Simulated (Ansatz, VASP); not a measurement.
**Si3N4: VASP beside Ansatz**

Aim: how closely do two programs agree when they are given the same cell, functional and k mesh? The cell is taken from a series of runs on this material, whose earlier steps may have relaxed, scaled, displaced or heated it; both programs get it as it stands.

Calculated with Ansatz 0.2.0; plane waves, with VASP 6.6.1 beside it; relaxation of cell and atoms at LDA and zone-centre phonons at LDA.

### Step 1. Starting point

Symmetry: P6_3/m, No. 176, hexagonal system. The conventional cell has a = 7.574 Å, b = 7.574 Å, c = 2.891 Å, α = 90.00°, β = 90.00°, γ = 120.00°. Nearest to Si lie 4 N at 1.72 to 1.73 Å. Nearest to N lie 3 Si at 1.73 Å. Nearest to N lie 3 Si at 1.72 Å. Farther neighbours and most contacts between anions are not listed.

Coordinates:

```xyz
14
Lattice="7.5736 0.0000 0.0000 -3.7868 6.5589 0.0000 0.0000 0.0000 2.8914" Properties=species:S:1:pos:R:3 pbc="T T T"
Si    5.1541    1.1401    0.7229
Si    1.5897    5.0336    2.1686
Si    4.0092    3.8935    0.7229
Si   -1.3673    5.4188    2.1686
Si    2.1971    1.5253    0.7229
Si   -0.2224    2.6654    2.1686
N    -1.0267    2.1653    0.7229
N     5.1850    0.1935    2.1686
N     2.4249    4.5871    0.7229
N     4.8135    4.3936    2.1686
N    -1.3982    6.3654    0.7229
N     1.3619    1.9718    2.1686
N     3.7868    2.1863    0.7229
N     0.0000    4.3726    2.1686
```

### Step 2. VASP: relaxation of cell and atoms, LDA

The relaxed volume is the usual yardstick between codes: in a stiff, nearly cubic crystal its relative difference is about their pressure difference at one cell divided by the bulk modulus.

Lines of VASP's logs that name or quote its potential files are left out, and so is its time.

INCAR

```
SYSTEM = Si3N4
PREC = Accurate
ENCUT = 600
EDIFF = 1E-07
NELM = 120
ISMEAR = 0
SIGMA = 0.01
LREAL = .FALSE.
ALGO = Normal
GGA = CA
NBANDS = 46
LORBIT = 11
LWAVE = .FALSE.
LCHARG = .FALSE.
ISIF = 3
IBRION = 2
NSW = 80
EDIFFG = -0.005
LASPH = .TRUE.
GGA_COMPAT = .FALSE.
NELMIN = 4
EFERMI = MIDGAP
KPAR = 4
```

POSCAR

```
Si3N4
1.0
    7.5735550000      0.0000000000      0.0000000000
   -3.7867780000      6.5588910000      0.0000000000
    0.0000000000      0.0000000000      2.8914310000
Si N
6 8
Direct
    0.7674455495      0.1738200864      0.2500000865
    0.5936254628      0.7674455941      0.7500002594
    0.8261799691      0.5936253553      0.2500000865
    0.2325545825      0.8261799136      0.7500002594
    0.4063747455      0.2325545584      0.2500000865
    0.1738201630      0.4063746447      0.7500002594
    0.0294993290      0.3301341644      0.2500000865
    0.6993651564      0.0294993468      0.7500002594
    0.6698658274      0.6993651823      0.2500000865
    0.9705006710      0.6698658356      0.7500002594
    0.3006348436      0.9705006532      0.2500000865
    0.3301341726      0.3006348177      0.7500002594
    0.6666667547      0.3333333333      0.2500000865
    0.3333333773      0.6666666667      0.7500002594
```

KPOINTS

```
Automatic mesh
0
Gamma
3 3 8
0 0 0
```

Potentials, in the order of the species: Si and N (LDA family, release 64).

Command:

```sh
$ mpirun -np 4 vasp_std
```

Numbers of over 12 decimals in the logs are rounded to 6 here.

What it wrote:

```text
[banner, memory and clock lines left out]
running    4 mpi-ranks, on    1 nodes
 distrk:  each k-point on    1 cores,    4 groups
 distr:  one band on    1 cores,    1 groups

 POSCAR found type information on POSCAR SiN
 POSCAR found :  2 types and      14 ions
 LDA part: xc-table for (Slater(with rela. corr.)+CA(PZ))
 , standard interpolation
 POSCAR, INCAR and KPOINTS ok, starting setup
 FFT: planning ... GRIDC
 FFT: planning ... GRID_SOFT
 FFT: planning ... GRID
 WAVECAR not read
 entering main loop
       N       E                     dE             d eps       ncg     rms          rms(c)
DAV:   1     0.289131101353E+03    0.28913E+03   -0.34456E+04  1380   0.145E+03
DAV:   2    -0.121578307509E+03   -0.41071E+03   -0.38819E+03  1760   0.276E+02
DAV:   3    -0.144613075422E+03   -0.23035E+02   -0.22867E+02  1784   0.678E+01
DAV:   4    -0.144941054362E+03   -0.32798E+00   -0.32671E+00  1768   0.867E+00
DAV:   5    -0.144948677032E+03   -0.76227E-02   -0.76168E-02  1698   0.129E+00    0.304E+01
DAV:   6    -0.127070171557E+03    0.17879E+02   -0.62306E+01  1638   0.311E+01    0.144E+01
DAV:   7    -0.126742860802E+03    0.32731E+00   -0.30725E+00  1760   0.646E+00    0.612E+00
DAV:   8    -0.126575592134E+03    0.16727E+00   -0.18795E-01  1654   0.201E+00    0.228E+00
DAV:   9    -0.126542581752E+03    0.33010E-01   -0.36871E-02  1736   0.916E-01    0.283E-01
DAV:  10    -0.126543015040E+03   -0.43329E-03   -0.30441E-03  1692   0.250E-01    0.164E-01
DAV:  11    -0.126543055397E+03   -0.40357E-04   -0.36424E-04  1640   0.971E-02    0.394E-02
DAV:  12    -0.126543055527E+03   -0.12992E-06   -0.33469E-05  1752   0.254E-02    0.173E-02
DAV:  13    -0.126543055225E+03    0.30160E-06   -0.63315E-06  1616   0.130E-02    0.398E-03
DAV:  14    -0.126543055328E+03   -0.10300E-06   -0.10537E-06  1776   0.478E-03    0.241E-03
DAV:  15    -0.126543055410E+03   -0.81740E-07   -0.49078E-07  1508   0.306E-03
   1 F= -.12654306E+03 E0= -.12654306E+03  d E =-.126543E+03
 curvature:   0.00 expect dE= 0.000E+00 dE for cont linesearch  0.000E+00
 trial: gam= 0.00000 g(F)=  0.117E-04 g(S)=  0.808E-03 ort = 0.000E+00 (trialstep = 0.100E+01)
 search vector abs. value=  0.820E-03
 bond charge predicted
       N       E                     dE             d eps       ncg     rms          rms(c)
DAV:   1    -0.126544124344E+03   -0.10690E-02   -0.35151E-02  1606   0.102E+00    0.271E-01
DAV:   2    -0.126542982317E+03    0.11420E-02   -0.34569E-03  1602   0.258E-01    0.847E-02
DAV:   3    -0.126542913770E+03    0.68547E-04   -0.31317E-04  1648   0.718E-02    0.310E-02
DAV:   4    -0.126542896236E+03    0.17534E-04   -0.26038E-05  1688   0.217E-02    0.147E-02
DAV:   5    -0.126542892562E+03    0.36739E-05   -0.42980E-06  1674   0.863E-03    0.611E-03
DAV:   6    -0.126542892339E+03    0.22263E-06   -0.56280E-07  1648   0.329E-03    0.148E-03
DAV:   7    -0.126542892294E+03    0.45396E-07   -0.85176E-08   972   0.151E-03
   2 F= -.12654289E+03 E0= -.12654289E+03  d E =0.163116E-03
 trial-energy change:    0.000163  1 .order    0.000168   -0.000820    0.001155
 step:   0.4184(harm=  0.4151)  dis= 0.00012  next Energy=  -126.543227 (dE=-0.172E-03)
 bond charge predicted
       N       E                     dE             d eps       ncg     rms          rms(c)
DAV:   1    -0.126543643630E+03   -0.75129E-03   -0.11897E-02  1606   0.592E-01    0.158E-01
DAV:   2    -0.126543258114E+03    0.38552E-03   -0.11680E-03  1610   0.150E-01    0.496E-02
DAV:   3    -0.126543234832E+03    0.23282E-04   -0.10605E-04  1648   0.418E-02    0.180E-02
DAV:   4    -0.126543228915E+03    0.59166E-05   -0.88203E-06  1682   0.126E-02    0.853E-03
DAV:   5    -0.126543227685E+03    0.12299E-05   -0.14410E-06  1674   0.501E-03    0.357E-03
DAV:   6    -0.126543227608E+03    0.77624E-07   -0.17546E-07  1052   0.192E-03
   3 F= -.12654323E+03 E0= -.12654323E+03  d E =-.172198E-03
 curvature:  -0.21 expect dE=-0.961E-06 dE for cont linesearch -0.303E-07
 trial: gam= 0.01900 g(F)=  0.784E-06 g(S)=  0.385E-05 ort =-0.109E-04 (trialstep = 0.884E+00)
 search vector abs. value=  0.451E-05
 reached required accuracy - stopping structural energy minimisation
```

OUTCAR, selected parts (step 2):

```text
ion  position               nearest neighbor table
   1  0.767  0.174  0.250-  13 1.72   8 1.73   8 1.73   7 1.73   5 2.98   3 2.98   2 3.04   2 3.04
                             6 3.04   6 3.04
   2  0.594  0.767  0.750-  14 1.72   9 1.73   9 1.73   8 1.73   4 2.98   6 2.98   1 3.04   1 3.04
                             3 3.04   3 3.04
   3  0.826  0.594  0.250-  13 1.72  10 1.73  10 1.73   9 1.73   5 2.98   1 2.98   4 3.04   4 3.04
                             2 3.04   2 3.04
   4  0.233  0.826  0.750-  14 1.72  11 1.73  11 1.73  10 1.73   2 2.98   6 2.98   3 3.04   5 3.04
                             3 3.04   5 3.04
   5  0.406  0.233  0.250-  13 1.72  12 1.73  12 1.73  11 1.73   3 2.98   1 2.98   4 3.04   6 3.04
                             4 3.04   6 3.04
   6  0.174  0.406  0.750-  14 1.72   7 1.73   7 1.73  12 1.73   4 2.98   2 2.98   1 3.04   5 3.04
                             1 3.04   5 3.04
   7  0.029  0.330  0.250-   6 1.73   6 1.73   1 1.73
   8  0.699  0.029  0.750-   1 1.73   1 1.73   2 1.73
   9  0.670  0.699  0.250-   2 1.73   2 1.73   3 1.73
  10  0.971  0.670  0.750-   3 1.73   3 1.73   4 1.73
  11  0.301  0.971  0.250-   4 1.73   4 1.73   5 1.73
  12  0.330  0.301  0.750-   5 1.73   5 1.73   6 1.73
  13  0.667  0.333  0.250-   5 1.72   3 1.72   1 1.72
  14  0.333  0.667  0.750-   6 1.72   4 1.72   2 1.72

  LATTYP: Found a hexagonal cell.
 ALAT       =     7.5735550000
 C/A-ratio  =     0.3817798907

 Subroutine GETGRP returns: Found 12 space group operations
 (whereof  6 operations were pure point group operations)

The static configuration has the point symmetry S_6 .
 The point group associated with its full space group is C_6h.

 Found     15 irreducible k-points:

   k-points           NKPTS =     15   k-points in BZ     NKDIM =     15   number of bands    NBANDS=     46

   dimension x,y,z NGX =    64 NGY =   64 NGZ =   24
   dimension x,y,z NGXF=   128 NGYF=  128 NGZF=   48

   ENCUT  =  600.0 eV  44.10 Ry    6.64 a.u.  15.13 15.13  5.77*2*pi/ulx,y,z

   NELECT =      64.0000    total number of electrons

 k-points in reciprocal lattice and weights: Automatic mesh
   0.00000000  0.00000000  0.00000000       0.014
   0.33333333  0.00000000  0.00000000       0.083
   0.33333333  0.33333333  0.00000000       0.028
   0.00000000  0.00000000  0.12500000       0.028
   0.33333333  0.00000000  0.12500000       0.167
   0.33333333  0.33333333  0.12500000       0.056
   0.00000000  0.00000000  0.25000000       0.028
   0.33333333  0.00000000  0.25000000       0.167
   0.33333333  0.33333333  0.25000000       0.056
[...]
0.33333333  0.00000000  0.50000000       0.083
   0.33333333  0.33333333  0.50000000       0.028

 average (electrostatic) potential at core
       1 -83.7387       2 -83.7387       3 -83.7387       4 -83.7387       5 -83.7387
       6 -83.7387       7 -60.6080       8 -60.6080       9 -60.6080      10 -60.6080
      11 -60.6080      12 -60.6080      13 -60.2629      14 -60.2630

 E-fermi :   8.8563

 k-point     1 :       0.0000    0.0000    0.0000
  band No.  band energies     occupation
    ...
     28       5.4253      2.00000
     29       5.4253      2.00000
     30       6.2761      2.00000
     31       6.3743      2.00000
     32       6.5552      2.00000
     33      10.9648      0.00000
     34      11.4395      0.00000
     35      11.6020      0.00000
     36      11.6020      0.00000
     37      11.9397      0.00000
    ...

 k-point     2 :       0.3333    0.0000    0.0000
  band No.  band energies     occupation
    ...
     28       5.0871      2.00000
     29       5.3635      2.00000
     30       6.0880      2.00000
     31       6.3685      2.00000
     32       6.5224      2.00000
     33      11.2153      0.00000
     34      11.3786      0.00000
     35      11.6142      0.00000
     36      11.8274      0.00000
     37      12.3097      0.00000
    ...

 k-point     3 :       0.3333    0.3333    0.0000
  band No.  band energies     occupation
    ...
     28       5.1009      2.00000
     29       5.5924      2.00000
     30       5.5924      2.00000
     31       6.4609      2.00000
     32       6.4609      2.00000
     33      11.3835      0.00000
     34      11.5267      0.00000
     35      11.5267      0.00000
     36      12.2552      0.00000
     37      12.2552      0.00000
    ...

  Total        0.0088889      0.0088889     -0.0309567     -0.0000000      0.0000000      0.0000000
  in kB        0.0990358      0.0990358     -0.3449035     -0.0000000      0.0000000      0.0000000
  external PRESSURE =      -0.0489440 kB  Pullay stress =       0.0000000 kB

  energy-cutoff  :      600.00
  volume of cell :      143.80
      direct lattice vectors                 reciprocal lattice vectors
     7.576643221 -0.000000000  0.000000000     0.131984570  0.076201338 -0.000000000
    -3.788322111  6.561565478  0.000000000     0.000000000  0.152402655 -0.000000000
     0.000000000  0.000000000  2.892568408    -0.000000000 -0.000000000  0.345713518

 POSITION                                       TOTAL-FORCE (eV/Angst)
 -----------------------------------------------------------------------------------
      5.15620      1.14051      0.72314        -0.000914     -0.000995     -0.000000
      1.59039      5.03566      2.16943         0.000404     -0.001289      0.000000
      4.01083      3.89514      0.72314         0.001319     -0.000294      0.000000
     -1.36788      5.42105      2.16943         0.000914      0.000995     -0.000000
      2.19794      1.52591      0.72314        -0.000404      0.001289      0.000000
     -0.22251      2.66642      2.16943        -0.001319      0.000294      0.000000
     -1.02725      2.16613      0.72314        -0.000008     -0.000940     -0.000000
      5.18710      0.19344      2.16943         0.000810     -0.000477     -0.000000
      2.42603      4.58888      0.72314         0.000818      0.000463      0.000000
      4.81557      4.39544      2.16943         0.000008      0.000940      0.000000
     -1.39877      6.36813      0.72314        -0.000810      0.000477      0.000000
      1.36230      1.97269      2.16943        -0.000818     -0.000463      0.000000
      3.78832      2.18719      0.72314         0.000000     -0.000000     -0.000000
     -0.00000      4.37438      2.16943        -0.000000     -0.000000      0.000000
 -----------------------------------------------------------------------------------
    total drift:                                0.000225      0.001064      0.000208

  FREE ENERGIE OF THE ION-ELECTRON SYSTEM (eV)
  ---------------------------------------------------
  free  energy   TOTEN  =      -126.5432276078 eV

  energy  without entropy=     -126.5432276078  energy(sigma->0) =     -126.54322761

 reached required accuracy - stopping structural energy minimisation

 total charge
# of ion       s       p       d       tot
------------------------------------------
    1        0.684   1.001   0.000   1.685
    2        0.684   1.001   0.000   1.685
    3        0.684   1.001   0.000   1.685
    4        0.684   1.001   0.000   1.685
    5        0.684   1.001   0.000   1.685
    6        0.684   1.001   0.000   1.685
    7        1.206   2.710   0.000   3.916
    8        1.206   2.710   0.000   3.916
    9        1.206   2.710   0.000   3.916
   10        1.206   2.710   0.000   3.916
   11        1.206   2.710   0.000   3.916
   12        1.206   2.710   0.000   3.916
   13        1.210   2.722   0.000   3.932
   14        1.210   2.722   0.000   3.932
--------------------------------------------------
tot         13.764  27.709   0.000  41.473

[... 3 further parts left out ...]
```

CONTCAR:

```
Si3N4
   1.00000000000000
     7.5766432208904577   -0.0000000001252066    0.0000000000000000
    -3.7883221109484424    6.5615654777732590    0.0000000000000000
     0.0000000000000000    0.0000000000000000    2.8925684078868543
  Si              N
     6     8
Direct
     0.7674477940933989    0.1738172998982084    0.2500000865000018
     0.5936304938951843    0.7674478386933986    0.7500002593999966
     0.8261827556017864    0.5936303863951846    0.2500000865000018
     0.2325523379066049    0.8261827001017916    0.7500002593999966
     0.4063697144048170    0.2325523138066016    0.2500000865000018
     0.1738173764982121    0.4063696136048153    0.7500002593999966
     0.0294804345208213    0.3301236621433381    0.2500000865000018
     0.6993567641774877    0.0294804523208246    0.7500002593999966
     0.6698763296566664    0.6993567900774847    0.2500000865000018
     0.9705195654791786    0.6698763378566619    0.7500002593999966
     0.3006432358225122    0.9705195476791754    0.2500000865000018
     0.3301236703433336    0.3006432099225152    0.7500002593999966
     0.6666667547000031    0.3333333332999970    0.2500000865000018
     0.3333333773000007    0.6666666667000030    0.7500002593999966
```

(Part 1 of 2 ends here.)

[Lines on the potential files, build, host, timing and source positions are cut from VASP's logs without a mark.]

[Logs are printed without paths, hosts, clocks, repeated set-up lines and the standing remarks that a program may print on its own settings, such as how far it seeks lower states.]

[Hosts, paths, dates, database ids (printed as entryN), source tags and the programs' standing remarks are cut or masked in the printed files.]
